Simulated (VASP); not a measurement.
# Ga2O3: structure and properties in VASP, part 5 of 7

Aim: relax Ga2O3, then compute properties on the relaxed cell. The start is a computed cell from the Materials Project.

VASP 6.6.1; rev-vdW-DF2; plane waves and PAW (Ga_d, O).

So far, gap on the k-mesh (eV): 2.57 in steps 2, 3 and 6.

## (7) Volume scan with rev-vdW-DF2

An equation of state needs energies on both sides of the minimum, all on one mesh and cutoff.

INCAR reads:

```
SYSTEM = Ga2O3
PREC = Accurate
ENCUT = 520
EDIFF = 1E-06
NELM = 100
ISMEAR = 0
SIGMA = 0.05
LREAL = .FALSE.
ALGO = Normal
GGA = MK
AGGAC = 0
LUSE_VDW = .TRUE.
PARAM1 = 0.1234
PARAM2 = 0.711357
ZAB_VDW = -1.8867
LASPH = .TRUE.
NBANDS = 54
LORBIT = 11
LWAVE = .FALSE.
LCHARG = .FALSE.
KPAR = 8
ISIF = 2
```

POSCAR reads:

```
Ga2O3
1.0
    2.4658690748      1.4236701740      4.4166461377
   -2.4658690748      1.4236701740      4.4166461377
    0.0000000000     -2.8473403482      4.4166461377
Ga O
4 6
Direct
    0.8559659972      0.8559659972      0.8559659972
    0.6440340028      0.6440340028      0.6440340028
    0.1440340028      0.1440340028      0.1440340028
    0.3559659972      0.3559659972      0.3559659972
    0.7500000000      0.4472636660      0.0527363340
    0.4472636660      0.0527363340      0.7500000000
    0.0527363340      0.7500000000      0.4472636660
    0.2500000000      0.5527363340      0.9472636660
    0.9472636660      0.2500000000      0.5527363340
    0.5527363340      0.9472636660      0.2500000000
```

KPOINTS reads:

```
Automatic mesh
0
Gamma
7 7 7
0 0 0
```

PAW data sets: Ga_d and O (PBE family, release 64).

Started as:

```sh
$ mpirun -np 8 vasp_std
```

Output:

```text
[... set-up lines as in an earlier step ...]
 entering main loop
       N       E                     dE             d eps       ncg     rms          rms(c)
DAV:   1     0.125012208644E+04    0.12501E+04   -0.39905E+04  5702   0.310E+03
DAV:   2     0.218593293848E+03   -0.10315E+04   -0.97192E+03  4872   0.834E+02
DAV:   3    -0.285382298906E+02   -0.24713E+03   -0.24068E+03  5450   0.266E+02
DAV:   4    -0.479230873365E+02   -0.19385E+02   -0.19178E+02  5960   0.809E+01
DAV:   5    -0.486151815492E+02   -0.69209E+00   -0.69066E+00  6236   0.157E+01    0.174E+01
DAV:   6    -0.397437157067E+02    0.88715E+01   -0.29862E+01  8646   0.628E+01    0.445E+00
DAV:   7    -0.399053418899E+02   -0.16163E+00   -0.32609E+00  5380   0.998E+00    0.320E+00
DAV:   8    -0.398728657280E+02    0.32476E-01   -0.48732E-01  7308   0.628E+00    0.133E+00
DAV:   9    -0.398378633546E+02    0.35002E-01   -0.21253E-01  7614   0.535E+00    0.199E-01
DAV:  10    -0.398383992076E+02   -0.53585E-03   -0.13561E-02  6888   0.112E+00    0.590E-02
DAV:  11    -0.398384789378E+02   -0.79730E-04   -0.16639E-03  5894   0.472E-01    0.149E-02
DAV:  12    -0.398384976669E+02   -0.18729E-04   -0.25526E-04  5744   0.154E-01    0.114E-02
DAV:  13    -0.398384989786E+02   -0.13117E-05   -0.29229E-05  6516   0.349E-02    0.601E-03
DAV:  14    -0.398384981324E+02    0.84621E-06   -0.22359E-06  4258   0.157E-02
   1 F= -.39838498E+02 E0= -.39838498E+02  d E =-.543207E-16
```

Run time: 3.5 min. Hardware: 8 MPI ranks of AMD EPYC 7R43, shared host; peak memory 5.2 GiB.

Parts of OUTCAR (step 7):

```text
   ENCUT  =  520.0 eV  38.22 Ry    6.18 a.u.   9.77  9.77  9.77*2*pi/ulx,y,z

   NELECT =      88.0000    total number of electrons

 E-fermi :   5.0539

 k-point     1 :       0.0000    0.0000    0.0000
  band No.  band energies     occupation
    ...
     40       4.4430      2.00000
     41       4.4797      2.00000
     42       4.4797      2.00000
     43       4.5112      2.00000
     44       4.5112      2.00000
     45       8.0225      0.00000
     46      11.7779      0.00000
     47      11.8229      0.00000
     48      13.9437      0.00000
     49      15.3458      0.00000
    ...

Total vdW correction in eV:     15.4878449

  Total        9.1097960      9.1097960      7.9558625      0.0000000     -0.0000000      0.0000000
  in kB      156.8902580    156.8902580    137.0170436      0.0000000     -0.0000000      0.0000000
  external PRESSURE =     150.2658532 kB  Pullay stress =       0.0000000 kB

 POSITION                                       TOTAL-FORCE (eV/Angst)
 -----------------------------------------------------------------------------------
      0.00000     -0.00000     11.34150        -0.000000     -0.000000      0.012579
      0.00000     -0.00000      8.53341        -0.000000      0.000000     -0.012579
      0.00000     -0.00000      1.90844        -0.000000      0.000000     -0.012579
      0.00000     -0.00000      4.71653        -0.000000     -0.000000      0.012579
      0.74651      1.55435      5.52081         0.004350     -0.007534     -0.000000
      0.97285     -1.42367      5.52081        -0.008699     -0.000000     -0.000000
     -1.71936     -0.13068      5.52081         0.004350      0.007534     -0.000000
     -0.74651     -1.55435      7.72913        -0.004350      0.007534     -0.000000
      1.71936      0.13068      7.72913        -0.004350     -0.007534     -0.000000
     -0.97285      1.42367      7.72913         0.008699     -0.000000     -0.000000
 -----------------------------------------------------------------------------------
    total drift:                               -0.000000     -0.000000      0.000000

  FREE ENERGIE OF THE ION-ELECTRON SYSTEM (eV)
  ---------------------------------------------------
  free  energy   TOTEN  =       -39.8384981324 eV

  energy  without entropy=      -39.8384981324  energy(sigma->0) =      -39.83849813

Total vdW correction in eV:     15.4878557

[... 4 parts as in an earlier step ...]

[... 12 further parts left out ...]
```

The scan keeps the cell's shape and the fractional positions fixed.

Numbers from this step:

| Property | Result |
| --- | --- |
| bands | 54 |
| irreducible k-points | 44 |
| free energy (TOTEN) | -39.84 eV |
| Fermi energy | 5.054 eV |
| pressure | 15.03 GPa |
| valence top at k | -0.1429, 0.1429, 0 |
| gap on the k-mesh | 3.242 eV |
| least direct gap on the k-mesh | 3.511 eV |

The pressure here is 15.03 GPa.

## (8) Volume scan with rev-vdW-DF2 (run 2)

INCAR is that of step 7.

Edit POSCAR of step 7 so:

```diff
@@ -2,5 +2,5 @@
 1.0
-    2.4658690748      1.4236701740      4.4166461377
-   -2.4658690748      1.4236701740      4.4166461377
-    0.0000000000     -2.8473403482      4.4166461377
+    2.4832349222      1.4336963507      4.4477503043
+   -2.4832349222      1.4336963507      4.4477503043
+    0.0000000000     -2.8673927015      4.4477503043
 Ga O
```

KPOINTS is that of step 7.

Started as:

```sh
$ mpirun -np 8 vasp_std
```

Output:

```text
[... set-up lines as in an earlier step ...]
 entering main loop
       N       E                     dE             d eps       ncg     rms          rms(c)
DAV:   1     0.124641885963E+04    0.12464E+04   -0.40168E+04  5734   0.308E+03
DAV:   2     0.215249633946E+03   -0.10312E+04   -0.97219E+03  4872   0.831E+02
DAV:   3    -0.282469567351E+02   -0.24350E+03   -0.23725E+03  5394   0.264E+02
DAV:   4    -0.479846067083E+02   -0.19738E+02   -0.19518E+02  6068   0.811E+01
DAV:   5    -0.486814879828E+02   -0.69688E+00   -0.69535E+00  6134   0.157E+01    0.172E+01
DAV:   6    -0.399114115818E+02    0.87701E+01   -0.30006E+01  8698   0.615E+01    0.450E+00
DAV:   7    -0.400584785257E+02   -0.14707E+00   -0.30656E+00  5348   0.982E+00    0.319E+00
DAV:   8    -0.400237678922E+02    0.34711E-01   -0.47342E-01  7172   0.586E+00    0.130E+00
DAV:   9    -0.399909820969E+02    0.32786E-01   -0.19634E-01  7604   0.502E+00    0.191E-01
DAV:  10    -0.399915959315E+02   -0.61383E-03   -0.12495E-02  6796   0.107E+00    0.571E-02
DAV:  11    -0.399916640966E+02   -0.68165E-04   -0.15359E-03  6062   0.457E-01    0.163E-02
DAV:  12    -0.399916808312E+02   -0.16735E-04   -0.23123E-04  5810   0.140E-01    0.118E-02
DAV:  13    -0.399916816437E+02   -0.81258E-06   -0.23960E-05  6698   0.298E-02    0.501E-03
DAV:  14    -0.399916811029E+02    0.54084E-06   -0.14324E-06  3598   0.978E-03
   1 F= -.39991681E+02 E0= -.39991681E+02  d E =-.288695E-14
```

Run time: 3.5 min. Hardware: 8 MPI ranks; peak memory 5.1 GiB.

From OUTCAR (step 8):

```text
   ENCUT  =  520.0 eV  38.22 Ry    6.18 a.u.   9.84  9.84  9.84*2*pi/ulx,y,z

   NELECT =      88.0000    total number of electrons

 E-fermi :   4.8010

 k-point     1 :       0.0000    0.0000    0.0000
  band No.  band energies     occupation
    ...
     40       4.2189      2.00000
     41       4.2383      2.00000
     42       4.2383      2.00000
     43       4.2880      2.00000
     44       4.2880      2.00000
     45       7.5541      0.00000
     46      11.3376      0.00000
     47      11.4439      0.00000
     48      13.5040      0.00000
     49      14.9299      0.00000
    ...

Total vdW correction in eV:     15.5885943

  Total        5.8734407      5.8734407      5.1075561      0.0000000     -0.0000000      0.0000000
  in kB       99.0459077     99.0459077     86.1305240      0.0000000     -0.0000000      0.0000000
  external PRESSURE =      94.7407798 kB  Pullay stress =       0.0000000 kB

 POSITION                                       TOTAL-FORCE (eV/Angst)
 -----------------------------------------------------------------------------------
      0.00000     -0.00000     11.42137         0.000000     -0.000000      0.007635
      0.00000     -0.00000      8.59351         0.000000      0.000000     -0.007635
      0.00000     -0.00000      1.92188         0.000000      0.000000     -0.007635
      0.00000     -0.00000      4.74974         0.000000     -0.000000      0.007635
      0.75177      1.56530      5.55969         0.002959     -0.005125     -0.000000
      0.97970     -1.43370      5.55969        -0.005918      0.000000     -0.000000
     -1.73147     -0.13160      5.55969         0.002959      0.005125     -0.000000
     -0.75177     -1.56530      7.78356        -0.002959      0.005125     -0.000000
      1.73147      0.13160      7.78356        -0.002959     -0.005125     -0.000000
     -0.97970      1.43370      7.78356         0.005918      0.000000     -0.000000
 -----------------------------------------------------------------------------------
    total drift:                               -0.000000     -0.000000      0.000000

  FREE ENERGIE OF THE ION-ELECTRON SYSTEM (eV)
  ---------------------------------------------------
  free  energy   TOTEN  =       -39.9916811029 eV

  energy  without entropy=      -39.9916811029  energy(sigma->0) =      -39.99168110

Total vdW correction in eV:     15.5886273

[... 4 parts as in an earlier step ...]

[... 12 further parts left out ...]
```

Numbers from this step:

```
free energy (TOTEN)            : -39.99 eV
Fermi energy                   : 4.801 eV
pressure                       : 9.474 GPa
gap on the k-mesh              : 3.007 eV
least direct gap on the k-mesh : 3.266 eV
```

The pressure falls from 15.03 to 9.47 GPa.

The run ends at a pressure of 9.47 GPa, with forces up to 0.0076 eV/Å.

## (9) Volume scan with rev-vdW-DF2 (run 3)

INCAR is that of step 8.

Edit POSCAR of step 8 so:

```diff
@@ -2,5 +2,5 @@
 1.0
-    2.4832349222      1.4336963507      4.4477503043
-   -2.4832349222      1.4336963507      4.4477503043
-    0.0000000000     -2.8673927015      4.4477503043
+    2.5003612214      1.4435842242      4.4784254137
+   -2.5003612214      1.4435842242      4.4784254137
+    0.0000000000     -2.8871684485      4.4784254137
 Ga O
```

KPOINTS is that of step 8.

Started as:

```sh
$ mpirun -np 8 vasp_std
```

Output:

```text
[... set-up lines as in an earlier step ...]
 entering main loop
       N       E                     dE             d eps       ncg     rms          rms(c)
DAV:   1     0.122018034957E+04    0.12202E+04   -0.40273E+04  5746   0.308E+03
DAV:   2     0.210789854790E+03   -0.10094E+04   -0.95318E+03  4864   0.820E+02
DAV:   3    -0.286149715657E+02   -0.23940E+03   -0.23303E+03  5430   0.261E+02
DAV:   4    -0.480528757291E+02   -0.19438E+02   -0.19234E+02  5976   0.798E+01
[...]
DAV:  12    -0.400796487164E+02   -0.17635E-04   -0.23227E-04  5772   0.127E-01    0.137E-02
DAV:  13    -0.400796482849E+02    0.43158E-06   -0.21278E-05  6834   0.279E-02    0.384E-03
DAV:  14    -0.400796480565E+02    0.22832E-06   -0.21113E-06  3966   0.884E-03
   1 F= -.40079648E+02 E0= -.40079648E+02  d E =-.128725E-11
```

It took 3.6 min on 8 MPI ranks; peak memory 5.2 GiB.

OUTCAR, selected parts (step 9):

```text
  Total        2.8719188      2.8719188      2.4731126      0.0000000     -0.0000000     -0.0000000
  in kB       47.4418109     47.4418109     40.8538511      0.0000000     -0.0000000     -0.0000000
  external PRESSURE =      45.2458243 kB  Pullay stress =       0.0000000 kB

 POSITION                                       TOTAL-FORCE (eV/Angst)
 -----------------------------------------------------------------------------------
      0.00000     -0.00000     11.50014        -0.000000     -0.000000      0.003986
      0.00000     -0.00000      8.65277        -0.000000      0.000000     -0.003986
      0.00000     -0.00000      1.93514        -0.000000      0.000000     -0.003986
      0.00000     -0.00000      4.78250        -0.000000     -0.000000      0.003986
      0.75695      1.57609      5.59803         0.001743     -0.003019     -0.000000
      0.98646     -1.44358      5.59803        -0.003486     -0.000000     -0.000000
     -1.74341     -0.13251      5.59803         0.001743      0.003019     -0.000000
     -0.75695     -1.57609      7.83724        -0.001743      0.003019     -0.000000
      1.74341      0.13251      7.83724        -0.001743     -0.003019     -0.000000
     -0.98646      1.44358      7.83724         0.003486     -0.000000      0.000000
 -----------------------------------------------------------------------------------
    total drift:                               -0.000000     -0.000000      0.000000

  FREE ENERGIE OF THE ION-ELECTRON SYSTEM (eV)
  ---------------------------------------------------
  free  energy   TOTEN  =       -40.0796480565 eV

  energy  without entropy=      -40.0796480565  energy(sigma->0) =      -40.07964806

[... 1 part as in an earlier step ...]

[... 2 further parts left out ...]
[key lines of the parts left out:]
E-fermi :   4.5447
```

The pressure falls from 9.47 to 4.52 GPa.

The run ends at a pressure of 4.52 GPa, with forces up to 0.0040 eV/Å.

## (10) Volume scan with rev-vdW-DF2 (run 4)

INCAR is that of step 9.

Edit POSCAR of step 9 so:

```diff
@@ -2,5 +2,5 @@
 1.0
-    2.5003612214      1.4435842242      4.4784254137
-   -2.5003612214      1.4435842242      4.4784254137
-    0.0000000000     -2.8871684485      4.4784254137
+    2.5172560665      1.4533384675      4.5086859628
+   -2.5172560665      1.4533384675      4.5086859628
+    0.0000000000     -2.9066769352      4.5086859628
 Ga O
```

KPOINTS is that of step 9.

Started as:

```sh
$ mpirun -np 8 vasp_std
```

Output:

```text
[... set-up lines as in an earlier step ...]
 entering main loop
       N       E                     dE             d eps       ncg     rms          rms(c)
DAV:   1     0.123423300548E+04    0.12342E+04   -0.40071E+04  5610   0.305E+03
DAV:   2     0.215916705926E+03   -0.10183E+04   -0.96230E+03  4888   0.820E+02
DAV:   3    -0.282474107002E+02   -0.24416E+03   -0.23770E+03  5434   0.261E+02
DAV:   4    -0.479806192040E+02   -0.19733E+02   -0.19511E+02  6056   0.801E+01
[...]
DAV:  12    -0.401092870720E+02   -0.15988E-04   -0.22466E-04  5672   0.121E-01    0.149E-02
DAV:  13    -0.401092861026E+02    0.96934E-06   -0.22379E-05  7000   0.283E-02    0.296E-03
DAV:  14    -0.401092859856E+02    0.11702E-06   -0.20450E-06  3880   0.878E-03
   1 F= -.40109286E+02 E0= -.40109286E+02  d E =-.669328E-18
```

It took 3.7 min on 8 MPI ranks; peak memory 5.2 GiB.

From OUTCAR (step 10):

```text
  Total        0.0673879      0.0673879      0.0108500      0.0000000     -0.0000000      0.0000000
  in kB        1.0909313      1.0909313      0.1756483      0.0000000     -0.0000000      0.0000000
  external PRESSURE =       0.7858370 kB  Pullay stress =       0.0000000 kB

 POSITION                                       TOTAL-FORCE (eV/Angst)
 -----------------------------------------------------------------------------------
      0.00000     -0.00000     11.57785         0.000000     -0.000000      0.001829
      0.00000     -0.00000      8.71124         0.000000      0.000000     -0.001829
      0.00000     -0.00000      1.94821         0.000000      0.000000     -0.001829
      0.00000     -0.00000      4.81482         0.000000     -0.000000      0.001829
      0.76206      1.58674      5.63586         0.000669     -0.001160      0.000000
      0.99313     -1.45334      5.63586        -0.001339     -0.000000     -0.000000
     -1.75519     -0.13340      5.63586         0.000669      0.001160      0.000000
     -0.76206     -1.58674      7.89020        -0.000669      0.001160      0.000000
      1.75519      0.13340      7.89020        -0.000669     -0.001160      0.000000
     -0.99313      1.45334      7.89020         0.001339      0.000000      0.000000
 -----------------------------------------------------------------------------------
    total drift:                               -0.000000     -0.000000      0.000000

  FREE ENERGIE OF THE ION-ELECTRON SYSTEM (eV)
  ---------------------------------------------------
  free  energy   TOTEN  =       -40.1092859856 eV

  energy  without entropy=      -40.1092859856  energy(sigma->0) =      -40.10928599

[... 2 parts as in an earlier step ...]

[... 1 further part left out ...]
[key lines of the parts left out:]
E-fermi :   4.4000
```

The pressure falls from 4.52 to 0.08 GPa.

The run ends at a pressure of 0.08 GPa, with forces up to 0.0018 eV/Å.

## (11) Volume scan with rev-vdW-DF2 (run 5)

INCAR is that of step 10.

Edit POSCAR of step 10 so:

```diff
@@ -2,5 +2,5 @@
 1.0
-    2.5172560665      1.4533384675      4.5086859628
-   -2.5172560665      1.4533384675      4.5086859628
-    0.0000000000     -2.9066769352      4.5086859628
+    2.5339271223      1.4629635061      4.5385456804
+   -2.5339271223      1.4629635061      4.5385456804
+    0.0000000000     -2.9259270123      4.5385456804
 Ga O
```

KPOINTS is that of step 10.

Started as:

```sh
$ mpirun -np 8 vasp_std
```

Output:

```text
[... set-up lines as in an earlier step ...]
 entering main loop
       N       E                     dE             d eps       ncg     rms          rms(c)
DAV:   1     0.122675808065E+04    0.12268E+04   -0.40264E+04  5680   0.304E+03
DAV:   2     0.220904366253E+03   -0.10059E+04   -0.95071E+03  4864   0.819E+02
DAV:   3    -0.278184160335E+02   -0.24872E+03   -0.24110E+03  5540   0.262E+02
DAV:   4    -0.478508319598E+02   -0.20032E+02   -0.19818E+02  5996   0.805E+01
[...]
DAV:  12    -0.400867629925E+02   -0.14548E-04   -0.21936E-04  5726   0.111E-01    0.173E-02
DAV:  13    -0.400867609898E+02    0.20028E-05   -0.25862E-05  6718   0.288E-02    0.244E-03
DAV:  14    -0.400867608804E+02    0.10934E-06   -0.17563E-06  3492   0.959E-03
   1 F= -.40086761E+02 E0= -.40086761E+02  d E =-.205856E-15
```

It took 3.6 min on 8 MPI ranks; peak memory 5.3 GiB; 28 min of CPU time.

Parts of OUTCAR (step 11):

```text
  Total       -2.5452279     -2.5452279     -2.2796128      0.0000000      0.0000000      0.0000000
  in kB      -40.3963086    -40.3963086    -36.1806279      0.0000000      0.0000000      0.0000000
  external PRESSURE =     -38.9910817 kB  Pullay stress =       0.0000000 kB

 POSITION                                       TOTAL-FORCE (eV/Angst)
 -----------------------------------------------------------------------------------
      0.00000     -0.00000     11.65452         0.000000     -0.000000      0.000082
      0.00000     -0.00000      8.76893         0.000000      0.000000     -0.000082
      0.00000     -0.00000      1.96111         0.000000      0.000000     -0.000082
      0.00000     -0.00000      4.84670         0.000000     -0.000000      0.000082
      0.76711      1.59725      5.67318        -0.000240      0.000415      0.000000
      0.99970     -1.46296      5.67318         0.000479      0.000000      0.000000
     -1.76682     -0.13429      5.67318        -0.000240     -0.000415      0.000000
     -0.76711     -1.59725      7.94245         0.000240     -0.000415      0.000000
      1.76682      0.13429      7.94245         0.000240      0.000415      0.000000
     -0.99970      1.46296      7.94245        -0.000479      0.000000      0.000000
 -----------------------------------------------------------------------------------
    total drift:                               -0.000000     -0.000000      0.000000

  FREE ENERGIE OF THE ION-ELECTRON SYSTEM (eV)
  ---------------------------------------------------
  free  energy   TOTEN  =       -40.0867608804 eV

  energy  without entropy=      -40.0867608804  energy(sigma->0) =      -40.08676088

[... 1 part as in an earlier step ...]

[... 2 further parts left out ...]
[key lines of the parts left out:]
E-fermi :   4.1680
```

The pressure falls from 0.08 to -3.90 GPa, so it vanishes between these two volumes.

(Continued in part 6 of 7.)

[Lines on the potential files, build, host, timing and source positions are cut from VASP's logs without a mark.]

[Logs are printed without paths, hosts, clocks, repeated set-up lines and the standing remarks that a program may print on its own settings, such as how far it seeks lower states.]

[Hosts, paths, dates, database ids (printed as entryN), source tags and the programs' standing remarks are cut or masked in the printed files.]

[A measured line is paired with the nearest computed mode of its activity, which favours agreement.]
